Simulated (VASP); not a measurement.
# HfWF3 (P6/mmm) in VASP: core levels with RPBE

Aim: the core levels of HfWF3 with RPBE.

Everything below comes from runs of VASP 6.6.1. Logs are shortened: lines on timing, memory, paths and dates and some standing lists are left out, and cuts for length are marked.

### Step 1. The undisturbed crystal

It takes space group P6/mmm (No. 191, hexagonal). The conventional cell has a = 4.505 Å, b = 4.505 Å, c = 4.693 Å, α = 90.00°, β = 90.00°, γ = 120.00°. Hf (site symmetry 6/mmm) has 2 W at 2.35 Å as nearest neighbours. W (site symmetry 6/mmm) has 6 F at 2.25 Å and 2 Hf at 2.35 Å as nearest neighbours. Around F (site symmetry mmm) lie 4 F at 2.25 Å and 2 W at 2.25 Å.

The cell was built by a generator and needn't be a form met in nature.

### Step 2. Core levels, RPBE (cell strained at random at fixed volume)

INCAR reads:

```
SYSTEM = HfWF3
PREC     = Accurate       ! precision mode
ENCUT    = 520            ! plane-wave cutoff, eV
EDIFF    = 1E-6           ! SCF threshold, eV
ISMEAR   = -5             ! smearing method
SIGMA    = 0.05           ! smearing width, eV
LREAL    = .FALSE.        ! projectors in reciprocal space
LASPH    = .TRUE.         ! aspherical terms in the spheres
NELM     = 60             ! most SCF steps
ALGO     = Normal         ! electronic algorithm
ISIF     = 2              ! what is computed and relaxed
LWAVE    = .FALSE.        ! write WAVECAR
LCHARG   = .FALSE.        ! write CHGCAR
GGA      = RP             ! functional
ICORELEVEL= 1            
BMIX     = 2.0
```

KPOINTS reads:

```
regular mesh
0
Monkhorst
  7 7 6
  0 0 0
```

POSCAR reads:

```
HfWF3
4.6132
    0.999991762768     -0.000738966444     -0.001759082632
   -0.500635784271      0.830715555363     -0.006448235498
   -0.001832567415     -0.008814922397      1.011999696523
Hf W F
1 1 3
Direct
    0.0000000000      0.0000000000      0.5000000000
    0.0000000000      0.0000000000      0.0000000000
    0.5000000000      0.0000000000      0.0000000000
    0.0000000000      0.5000000000      0.0000000000
    0.5000000000      0.5000000000      0.0000000000
```

Potentials or basis: VASP PAW PBE potentials, release 64 (Hf_pv, W_sv, F).

Launch:

```sh
$ cat potpaw_PBE.64/Hf_pv/POTCAR potpaw_PBE.64/W_sv/POTCAR potpaw_PBE.64/F/POTCAR > POTCAR
$ mpirun -np 1 vasp_std > vasp.out
```

OUTCAR:

```text
SYSTEM = HfWF3
   PREC = Accurate
   ENCUT = 520
   EDIFF = 1E-6
   ISMEAR = -5
   LREAL = .FALSE.
   LASPH = .TRUE.
   NELM = 60
   ISIF = 2
   GGA = RP

 ion  position               nearest neighbor table
   1  0.000  0.000  0.500-   2 2.33   2 2.33
   2  0.000  0.000  0.000-   5 2.23   5 2.23   4 2.24   4 2.24   3 2.31   3 2.31   1 2.33   1 2.33

   3  0.500  0.000  0.000-   2 2.31   2 2.31
   4  0.000  0.500  0.000-   2 2.24   2 2.24
   5  0.500  0.500  0.000-   2 2.23   2 2.23

  LATTYP: Found a triclinic cell.
 ALAT       =     4.4685811068
 B/A-ratio  =     1.0323568683
 C/A-ratio  =     1.0447928869
 COS(alpha) =     0.0035633508
 COS(beta)  =     0.0168691834
 COS(gamma) =     0.5148976703

  Lattice vectors:

 A1 = (   2.3036290000,   3.8288480000,  -0.0378620000)
 A2 = (   4.6131620000,  -0.0034090000,  -0.0081150000)
 A3 = (   0.0084540000,   0.0406650000,  -4.6685570000)

Analysis of symmetry for initial positions (statically):
=====================================================================
 Subroutine PRICEL returns:
 Original cell was already a primitive cell.

 Routine SETGRP: Setting up the symmetry group for a
 triclinic supercell.

 Subroutine GETGRP returns: Found  2 space group operations
 (whereof  2 operations were pure point group operations)
 out of a pool of  2 trial point group operations.

The static configuration has the point symmetry S_2 .

Analysis of symmetry for dynamics (positions and initial velocities):
=====================================================================
 Subroutine PRICEL returns:
 Original cell was already a primitive cell.

 Routine SETGRP: Setting up the symmetry group for a
 triclinic supercell.

 Subroutine GETGRP returns: Found  2 space group operations
 (whereof  2 operations were pure point group operations)
 out of a pool of  2 trial point group operations.

The dynamic configuration has the point symmetry S_2 .

 Subroutine INISYM returns: Found  2 space group operations
 (whereof  2 operations are pure point group operations),
 and found     1 'primitive' translations

----------------------------------------------------------------------------------------

                                     Primitive cell

  volume of cell :      82.4912

  direct lattice vectors                    reciprocal lattice vectors
     4.613162000 -0.003409000 -0.008115000     0.216870341  0.130710117  0.001531254
    -2.309533000  3.832257000 -0.029747000     0.000196931  0.261079170  0.002274461
    -0.008454000 -0.040665000  4.668557000     0.000378224  0.001890742  0.214216102

  length of vectors
     4.613170397  4.474485588  4.668741755     0.253219715  0.261089152  0.214224780

  position of ions in fractional coordinates (direct lattice)
     0.000000000  0.000000000  0.500000000
     0.000000000  0.000000000  0.000000000
     0.500000000  0.000000000  1.000000000
     1.000000000  0.500000000  1.000000000
     0.500000000  0.500000000  1.000000000

  ion indices of the primitive-cell ions
   primitive index   ion index
                 1           1
                 2           2
                 3           3
                 4           4
                 5           5

----------------------------------------------------------------------------------------

 KPOINTS: regular mesh

Automatic generation of k-mesh.
 Grid dimensions read from file:
 generate k-points for:    7    7    6

 Generating k-lattice:

  Cartesian coordinates                     Fractional coordinates (reciprocal lattice)
     0.030981477  0.018672874  0.000218751     0.142857143 -0.000000000  0.000000000
     0.000028133  0.037297024  0.000324923     0.000000000  0.142857143  0.000000000
     0.000063037  0.000315124  0.035702684     0.000000000  0.000000000  0.166666667

  Length of vectors
     0.036174245  0.037298450  0.035704130

  Shift w.r.t. Gamma in fractional coordinates (k-lattice)
     0.000000000  0.000000000  0.500000000

 TETIRR: Found    878 inequivalent tetrahedra from     1764

 Subroutine IBZKPT returns following result:
 ===========================================

 Found    147 irreducible k-points:

 Following reciprocal coordinates:
            Coordinates               Weight
  0.000000  0.000000  0.083333      2.000000
  0.142857 -0.000000  0.083333      2.000000
  0.285714 -0.000000  0.083333      2.000000
  0.428571 -0.000000  0.083333      2.000000
 -0.428571  0.000000  0.083333      2.000000
 -0.285714 -0.000000  0.083333      2.000000
[... 16 lines left out ...]
  0.142857  0.428571  0.083333      2.000000
  0.285714  0.428571  0.083333      2.000000
 [... further k-points ...]
   k-points           NKPTS =    147   k-points in BZ     NKDIM =    147   number of bands    NBANDS=     27
   number of dos      NEDOS =    301   number of ions     NIONS =      5
   total plane-waves  NPLWV =  46656
   dimension x,y,z NGX =    36 NGY =   36 NGZ =   36
   dimension x,y,z NGXF=    72 NGYF=   72 NGZF=   72
   ions per type =               1   1   3
   NGX,Y,Z   is equivalent  to a cutoff of  12.97, 13.38, 12.82 a.u.
   NGXF,Y,Z  is equivalent  to a cutoff of  25.95, 26.75, 25.64 a.u.
 SYSTEM =  HfWF3
   PREC   = accura    normal or accurate (medium, high low for compatibility)
   ISTART =      0    job   : 0-new  1-cont  2-samecut
   ICHARG =      2    charge: 1-file 2-atom 10-const
   ISPIN  =      1    spin polarized calculation?
   LNONCOLLINEAR =      F non collinear calculations
   LSORBIT =      F    spin-orbit coupling
   LASPH  =      T    aspherical Exc in radial PAW
   ENCUT  =  520.0 eV  38.22 Ry    6.18 a.u.   8.58  8.32  8.68*2*pi/ulx,y,z
   NELM   =     60;   NELMIN=  2; NELMDL= -5     # of ELM steps
   EDIFF  = 0.1E-05   stopping-criterion for ELM
   LREAL  =      F    real-space projection
   EDIFFG = 0.1E-04   stopping-criterion for IOM
   NSW    =      0    number of steps for IOM
   IBRION =     -1    ionic relax: 0-MD 1-quasi-New 2-CG
   NFREE  =      0    steps in history (QN), initial steepest desc. (CG)
   ISIF   =      2    stress and relaxation
   ISYM   =      2    0-nonsym 1-usesym 2-fastsym
   POTIM  = 0.5000    time-step for ionic-motion
   TEBEG  =    0.0;   TEEND  =   0.0 temperature during run
   PSTRESS=    0.0 pullay stress
   NELECT =      45.0000    total number of electrons
   NUPDOWN=      -1.0000    fix difference up-down
   EMIN   =  10.00;   EMAX   =-10.00  energy-range for DOS
   EFERMI =   0.00;   METHOD = LEGACY
   ISMEAR =    -5;   SIGMA  =   0.05  broadening in eV -4-tet -1-fermi 0-gaus
   EFERMI_NEDOS =   21; number of points for ismear=-14 and -15
   IALGO  =     38    algorithm
   IMIX   =      4    mixing-type and parameters
     AMIX     =   0.40;   BMIX     =  2.00
     AMIX_MAG =   1.60;   BMIX_MAG =  2.00
  volume/ion in A,a.u.               =      16.50       111.34
  Fermi-wavevector in a.u.,A,eV,Ry     =   1.337652  2.527795 24.345073  1.789312
  Thomas-Fermi vector in A             =   2.466184
   LORBIT       =      0    0 simple, 1 ext, 2 COOP (PROOUT), +10 PAW based schemes
   GGA     = RP    functional components
   LHFCALC =     F    Hartree Fock is set to
   AEXX    =    0.0000 exact exchange contribution
   IVDW    =     0    specifies the selected vdW correction
   LEPSILON=     F    determine dielectric tensor
   LRPA    =     F    only Hartree local field effects (RPA)
 non-spin polarized calculation
 Fermi weights with tetrahedron method with Bloechl corrections
  energy-cutoff  :      520.00
  volume of cell :       82.49
 maximum number of plane-waves:      2241
   NGX = 17   NGY = 17   NGZ = 17

 number of electron      45.0000024 magnetization

 Free energy of the ion-electron system (eV)
  ---------------------------------------------------
  ext. energy  EPLUGINS =         0.00000000
  ---------------------------------------------------
  free energy    TOTEN  =       -27.52263079 eV

  energy without entropy =      -27.52263079  energy(sigma->0) =      -27.52263079

 the core state eigenenergies are
   1-  1s -65252.9170  2s -11151.5037  2p  -9788.7263  3s  -2534.8898  3p  -2127.9645
       3d  -1647.0377  4s   -504.4599  4p   -371.0140  4d   -198.7366  4f     -9.0631
       5s    -59.2728
   2-  1s -69460.2700  2s -11980.7553  2p -10474.3648  3s  -2753.3655  3p  -2307.4791
       3d  -1795.4342  4s   -561.8325  4p   -415.6201  4d   -230.5000  4f    -25.4027

   3-  1s   -650.7244
   4-  1s   -651.1705
   5-  1s   -651.1907

 E-fermi :   3.6250     XC(G=0):  -9.7355

 val. band max:        3.6112814940   @ k =  -0.2857  -0.1429   0.2500
 cond. band min:       3.6277170432   @ k =   0.0000   0.0000   0.4167
 fundamental gap:      0.0164355492
 Fermi energy:         3.6249811343

 k-point     1 :       0.0000    0.0000    0.0833
  band No.  band energies     occupation
      1     -71.0974      2.00000
      2     -35.5719      2.00000
      3     -35.5573      2.00000
      4     -35.2906      2.00000
      5     -28.0633      2.00000
      6     -28.0342      2.00000
[... 19 lines left out ...]
     26       5.5349      0.00000
     27       5.5971      0.00000

 k-point     2 :       0.1429   -0.0000    0.0833
  band No.  band energies     occupation
      1     -71.0974      2.00000
      2     -35.5744      2.00000
      3     -35.5598      2.00000
      4     -35.2905      2.00000
      5     -28.0644      2.00000
      6     -28.0351      2.00000
[... 19 lines left out ...]
     26       5.5640      0.00000
     27       5.8363      0.00000

 k-point     3 :       0.2857   -0.0000    0.0833
  band No.  band energies     occupation
      1     -71.0974      2.00000
      2     -35.5811      2.00000
      3     -35.5643      2.00000
      4     -35.2902      2.00000
      5     -28.0670      2.00000
      6     -28.0371      2.00000
[... 169 lines left out ...]
     26       5.5624      0.00000
     27       5.8635      0.00000

 k-point     9 :       0.1429    0.1429    0.0833
  band No.  band energies     occupation
      1     -71.0974      2.00000
      2     -35.5825      2.00000
      3     -35.5618      2.00000
      4     -35.2902      2.00000
      5     -28.0653      2.00000
      6     -28.0382      2.00000
[... 19 lines left out ...]
     26       5.6615      0.00000
     27       6.2756      0.00000

 k-point    10 :       0.2857    0.1429    0.0833
  band No.  band energies     occupation
      1     -71.0974      2.00000
      2     -35.5879      2.00000
      3     -35.5661      2.00000
      4     -35.2900      2.00000
      5     -28.0678      2.00000
      6     -28.0396      2.00000
      7     -27.1786      2.00000
      8     -20.1645      2.00000
      9     -19.5707      2.00000
     10     -18.9265      2.00000

------------------------ aborting loop because EDIFF is reached ----------------------------------------

  FORCE on cell =-STRESS in cart. coord.  units (eV):
  Direction    XX          YY          ZZ          XY          YZ          ZX
  --------------------------------------------------------------------------------------
  -------------------------------------------------------------------------------------
  Total       -0.7764979      2.0133829     18.0855969      0.0633398     -0.2643981     -0.0623084
  in kB      -15.0814505     39.1047219    351.2656360      1.2302102     -5.1352457     -1.2101781
  external PRESSURE =     125.0963025 kB  Pullay stress =       0.0000000 kB

 VOLUME and BASIS-vectors are now :
 -----------------------------------------------------------------------------
  energy-cutoff  :      520.00
  volume of cell :       82.49
      direct lattice vectors                 reciprocal lattice vectors
     4.613162000 -0.003409000 -0.008115000     0.216870341  0.130710117  0.001531254
    -2.309533000  3.832257000 -0.029747000     0.000196931  0.261079170  0.002274461
    -0.008454000 -0.040665000  4.668557000     0.000378224  0.001890742  0.214216102

 POSITION                                       TOTAL-FORCE (eV/Angst)
 -----------------------------------------------------------------------------------
     -0.00423     -0.02033      2.33428         0.000000      0.000000      0.000000
      0.00000      0.00000      0.00000         0.000000      0.000000      0.000000
      2.30658     -0.00170     -0.00406        -0.000000     -0.000000      0.000000
     -1.15477      1.91613     -0.01487        -0.000000     -0.000000      0.000000
      1.15181      1.91442     -0.01893         0.000000      0.000000      0.000000
 -----------------------------------------------------------------------------------
    total drift:                                0.000000      0.000000     -0.000000

  FREE ENERGIE OF THE ION-ELECTRON SYSTEM (eV)
  ---------------------------------------------------
  free  energy   TOTEN  =       -27.5226307928 eV

  energy  without entropy=      -27.5226307928  energy(sigma->0) =      -27.52263079
```

Wall time 7.5 min (1 thread of Intel Xeon Platinum 8259CL at 2.50GHz (Skylake/Cascade Lake), shared host); peak memory 0.45 GiB.

What came out:

| Item | Value |
| --- | --- |
| Free energy | -27.5226 eV |
| Pressure | 12.5 GPa |

Stress tensor (GPa, compression positive):
```
-1.51  0.12 -0.12
 0.12  3.91 -0.51
-0.12 -0.51 35.13
```

Levels at points of the mesh, in eV from the Fermi level:
```
           k point  band 19  band 20  band 21  band 22  band 23  band 24  band 25  band 26
(0.00, 0.00, 0.08)    -2.86    -2.85    -1.93    -1.77    -1.43     0.00     0.08     1.91
```

Core levels (eV, on the scale of the bands):
```
atom                                                                                                                        levels
1 Hf  1s -65252.9, 2s -11151.5, 2p -9788.7, 3s -2534.9, 3p -2128.0, 3d -1647.0, 4s -504.5, 4p -371.0, 4d -198.7, 4f -9.1, 5s -59.3
 2 W          1s -69460.3, 2s -11980.8, 2p -10474.4, 3s -2753.4, 3p -2307.5, 3d -1795.4, 4s -561.8, 4p -415.6, 4d -230.5, 4f -25.4
 3 F                                                                                                                     1s -650.7
 4 F                                                                                                                     1s -651.2
 5 F                                                                                                                     1s -651.2
```

Caveat: the PAW data sets were made with another functional, which shifts forces and pressure a little; an odd number of electrons without spin polarisation forces a metal; a magnetic or distorted state may lie lower; tetrahedron occupations give inexact forces and stress in metals.

### Step 3. The reference run

An earlier run on the cell as given: functional PBE; potentials or basis VASP PAW PBE potentials, release 64 (Hf_pv, W_sv, F); cutoff 520 eV; k mesh 7 × 7 × 6; occupations fermi-dirac, width 0.05 eV; no spin polarisation.

- Pressure: 6.1 GPa
- Band gap on the k mesh: none (metal or under the smearing width)
